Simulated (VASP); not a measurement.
Output of a VASP run:

**OUTCAR**
```
 ion  position               nearest neighbor table
   1  0.000  0.000  0.000-   2 2.52   2 2.52   2 2.52   2 2.52
   2  0.250  0.250  0.250-   1 2.52   1 2.52   1 2.52   1 2.52
  LATTYP: Found a face centered cubic cell.
 ALAT       =     5.8205423012
 Subroutine PRICEL returns:
 Original cell was already a primitive cell.
 Subroutine GETGRP returns: Found 24 space group operations
The static configuration has the point symmetry T_d .
The dynamic configuration has the point symmetry T_d .
 Subroutine INISYM returns: Found 24 space group operations
 Subroutine IBZKPT returns following result:
 Found     29 irreducible k-points:

 Following reciprocal coordinates:
            Coordinates               Weight
  0.000000  0.000000  0.000000      1.000000
  0.125000  0.000000  0.000000      8.000000
  0.250000  0.000000  0.000000      8.000000
  0.375000  0.000000  0.000000      8.000000
  0.500000  0.000000  0.000000      4.000000
  0.125000  0.125000  0.000000      6.000000
  0.250000  0.125000  0.000000     24.000000
  0.375000  0.125000  0.000000     24.000000
  0.500000  0.125000  0.000000     24.000000
 -0.375000  0.125000  0.000000     24.000000
 -0.250000  0.125000  0.000000     24.000000
 -0.125000  0.125000  0.000000     12.000000
  0.250000  0.250000  0.000000      6.000000
  0.375000  0.250000  0.000000     24.000000
  0.500000  0.250000  0.000000     24.000000
 -0.375000  0.250000  0.000000     24.000000
 -0.250000  0.250000  0.000000     12.000000
  0.375000  0.375000  0.000000      6.000000
  0.500000  0.375000  0.000000     24.000000
 -0.375000  0.375000  0.000000     12.000000
  0.500000  0.500000  0.000000      3.000000
  0.375000  0.250000  0.125000     24.000000
  0.500000  0.250000  0.125000     48.000000
 -0.375000  0.250000  0.125000     24.000000
  0.500000  0.375000  0.125000     24.000000
 -0.375000  0.375000  0.125000     48.000000
 -0.250000  0.375000  0.125000     24.000000
 -0.375000  0.500000  0.125000     12.000000
 -0.250000  0.500000  0.250000      6.000000
   k-points           NKPTS =     29   k-points in BZ     NKDIM =     29   number of bands    NBANDS=     13
   number of dos      NEDOS =    301   number of ions     NIONS =      2
   total plane-waves  NPLWV =  27000
   dimension x,y,z NGX =    30 NGY =   30 NGZ =   30
   dimension x,y,z NGXF=    60 NGYF=   60 NGZF=   60
   ions per type =               1   1
   PREC   = accura    normal or accurate (medium, high low for compatibility)
   ISTART =      0    job   : 0-new  1-cont  2-samecut
   ICHARG =      2    charge: 1-file 2-atom 10-const
   ISPIN  =      1    spin polarized calculation?
   LNONCOLLINEAR =      F non collinear calculations
   LSORBIT =      F    spin-orbit coupling
   INIWAV =      1    electr: 0-lowe 1-rand  2-diag
   ENCUT  =  500.0 eV  36.75 Ry    6.06 a.u.   7.50  7.50  7.50*2*pi/ulx,y,z
   NELM   =    100;   NELMIN=  2; NELMDL= -5     # of ELM steps
   EDIFF  = 0.1E-05   stopping-criterion for ELM
   LREAL  =      F    real-space projection
   NLSPLINE    = F    spline interpolate recip. space projectors
   LMAXMIX     =    4 max onsite mixed and CHGCAR
   VOSKOWN=      0    Vosko Wilk Nusair interpolation
   EDIFFG = -.2E-01   stopping-criterion for IOM
   NSW    =     40    number of steps for IOM
   NBLOCK =      1;   KBLOCK =     40    inner block; outer block
   IBRION =      2    ionic relax: 0-MD 1-quasi-New 2-CG
   NFREE  =      1    steps in history (QN), initial steepest desc. (CG)
   ISIF   =      3    stress and relaxation
   ISYM   =      2    0-nonsym 1-usesym 2-fastsym
   TEIN   =    0.0    initial temperature
   TEBEG  =    0.0;   TEEND  =   0.0 temperature during run
   SMASS  =  -3.00    Nose mass-parameter (am)
   PSTRESS=  200.0 pullay stress
   NELECT =      18.0000    total number of electrons
   EFERMI =   0.00;   METHOD = LEGACY
   ISMEAR =     0;   SIGMA  =   0.05  broadening in eV -4-tet -1-fermi 0-gaus
   IALGO  =     38    algorithm
...
```

OSZICAR:
```
...
DAV:   4    -0.635998066410E+01   -0.18530E-01   -0.18528E-01   809   0.407E+00
DAV:   5    -0.636008457224E+01   -0.10391E-03   -0.10391E-03   919   0.273E-01    0.856E+00
DAV:   6    -0.600699791182E+01    0.35309E+00   -0.69272E-01  1070   0.133E+01    0.638E+00
DAV:   7    -0.597990303111E+01    0.27095E-01   -0.18259E-01   804   0.356E+00    0.255E+00
DAV:   8    -0.597865479893E+01    0.12482E-02   -0.21173E-02   789   0.231E+00    0.262E-01
DAV:   9    -0.597843444022E+01    0.22036E-03   -0.23928E-03   864   0.825E-01    0.765E-02
DAV:  10    -0.597844165076E+01   -0.72105E-05   -0.20814E-04   784   0.230E-01    0.353E-02
DAV:  11    -0.597845806002E+01   -0.16409E-04   -0.35161E-05   774   0.542E-02    0.134E-02
DAV:  12    -0.597845764903E+01    0.41098E-06   -0.42693E-06   919   0.350E-02
   1 F= 0.17543295E+00 E0= 0.17543295E+00  d E =0.175433E+00
       N       E                     dE             d eps       ncg     rms          rms(c)
DAV:   1    -0.149134589046E+02   -0.89350E+01   -0.17430E+02   854   0.179E+02    0.272E+01
DAV:   2    -0.494896459999E+01    0.99645E+01   -0.37339E+01   769   0.110E+02    0.570E+00
DAV:   3    -0.451465487228E+01    0.43431E+00   -0.20219E+00   799   0.153E+01    0.275E+00
DAV:   4    -0.440657874985E+01    0.10808E+00   -0.24936E-01   794   0.291E+00    0.166E+00
DAV:   5    -0.440456297195E+01    0.20158E-02   -0.13433E-02   919   0.176E+00    0.654E-01
DAV:   6    -0.440477642479E+01   -0.21345E-03   -0.56812E-03   854   0.764E-01    0.155E-01
DAV:   7    -0.440477132670E+01    0.50981E-05   -0.25104E-04   849   0.186E-01    0.979E-02
DAV:   8    -0.440476571445E+01    0.56122E-05   -0.45137E-05   849   0.567E-02    0.113E-02
DAV:   9    -0.440476668477E+01   -0.97032E-06   -0.13389E-06   619   0.151E-02
   2 F= 0.47321074E+00 E0= 0.47321074E+00  d E =0.297778E+00
       N       E                     dE             d eps       ncg     rms          rms(c)
DAV:   1    -0.901649094561E+01   -0.46117E+01   -0.71905E+01   794   0.134E+02    0.184E+01
DAV:   2    -0.608535035979E+01    0.29311E+01   -0.67567E+00   799   0.484E+01    0.840E+00
DAV:   3    -0.571451345005E+01    0.37084E+00   -0.64902E-01   844   0.115E+01    0.726E+00
DAV:   4    -0.562442726891E+01    0.90086E-01   -0.12003E-01   769   0.301E+00    0.183E+00
DAV:   5    -0.562090680296E+01    0.35205E-02   -0.48322E-03   824   0.811E-01    0.722E-01
DAV:   6    -0.562038947243E+01    0.51733E-03   -0.20756E-03   880   0.679E-01    0.158E-01
DAV:   7    -0.562047011592E+01   -0.80643E-04   -0.50033E-04   794   0.299E-01    0.589E-02
DAV:   8    -0.562047279975E+01   -0.26838E-05   -0.54202E-05   869   0.994E-02    0.165E-02
DAV:   9    -0.562047163112E+01    0.11686E-05   -0.71434E-06   794   0.393E-02    0.321E-03
DAV:  10    -0.562047167301E+01   -0.41889E-07   -0.66125E-08   392   0.228E-03
   3 F= 0.36072044E-01 E0= 0.36072044E-01  d E =-.139361E+00
       N       E                     dE             d eps       ncg     rms          rms(c)
DAV:   1    -0.560541122132E+01    0.15060E-01   -0.29420E-02   834   0.252E+00    0.273E-01
DAV:   2    -0.560405728245E+01    0.13539E-02   -0.33641E-03   824   0.107E+00    0.113E-01
DAV:   3    -0.560392486811E+01    0.13241E-03   -0.33548E-04   809   0.232E-01    0.933E-02
DAV:   4    -0.560391192745E+01    0.12941E-04   -0.39447E-05   779   0.681E-02    0.113E-02
DAV:   5    -0.560391148394E+01    0.44350E-06   -0.71678E-06   784   0.494E-02
   4 F= 0.35833793E-01 E0= 0.35833793E-01  d E =-.139599E+00
```

### OUTCAR
```
------------------------ aborting loop because EDIFF is reached ----------------------------------------
  FORCE on cell =-STRESS in cart. coord.  units (eV):
  Direction    XX          YY          ZZ          XY          YZ          ZX
  --------------------------------------------------------------------------------------
  Total        5.6294897      5.6294897      5.6294897      0.0000000      0.0000000      0.0000000
  in kB      199.6363109    199.6363109    199.6363109      0.0000000      0.0000000      0.0000000
  external PRESSURE =      -0.3636891 kB  Pullay stress =     200.0000000 kB
  volume of cell :       45.18
      direct lattice vectors                 reciprocal lattice vectors
    -0.000000000  2.826853878  2.826853878    -0.176875078  0.176875078  0.176875078
     2.826853878  0.000000000  2.826853878     0.176875078 -0.176875078  0.176875078
     2.826853878  2.826853878  0.000000000     0.176875078  0.176875078 -0.176875078
  FREE ENERGIE OF THE ION-ELECTRON SYSTEM (eV)
  ---------------------------------------------------
  free  energy   TOTEN  =        -5.6039114839 eV

  energy  without entropy=       -5.6039114839  energy(sigma->0) =       -5.60391148
  enthalpy is  TOTEN    =         0.0358337932 eV   P V=        5.6397452772

 reached required accuracy - stopping structural energy minimisation
```
(Selected blocks of OUTCAR.)

**POSCAR**
```
CdSe
1
    0.0000000000     2.9102711506     2.9102711506
    2.9102711506     0.0000000000     2.9102711506
    2.9102711506     2.9102711506     0.0000000000
Cd Se
1 1
Direct
  0.0000000000   0.0000000000   0.0000000000
  0.2500000000   0.2500000000   0.2500000000
```

Reconstruct the remaining input files.

One answer among several that fit: the input of the run itself, PBEsol GGA, plane waves, VASP's PBE PAW potentials (set 64).

### INCAR
```
ALGO = Normal
EDIFF = 1E-6
EDIFFG = -0.02
ENCUT = 500
GGA = PS
IBRION = 2
ISIF = 3
ISMEAR = 0
LASPH = .TRUE.
LCHARG = .FALSE.
LMAXMIX = 4
LREAL = .FALSE.
LWAVE = .FALSE.
NELM = 100
NSW = 40
PREC = Accurate
PSTRESS = 200
SIGMA = 0.05
SYSTEM = CdSe
```

File KPOINTS:
```
Automatic mesh
0
Gamma
8 8 8
0 0 0
```

POTCAR, in this order: Cd Se (PBE.64 set). Program: vasp_std.

Energy and stress use the plane-wave basis of the starting cell.

The structure was generated: CdSe was put into the zinc blende type (F-43m), which need not be its known phase. This run relaxes it under an external pressure of 20 GPa. Symmetry was kept, so distortions that lower it aren't found.
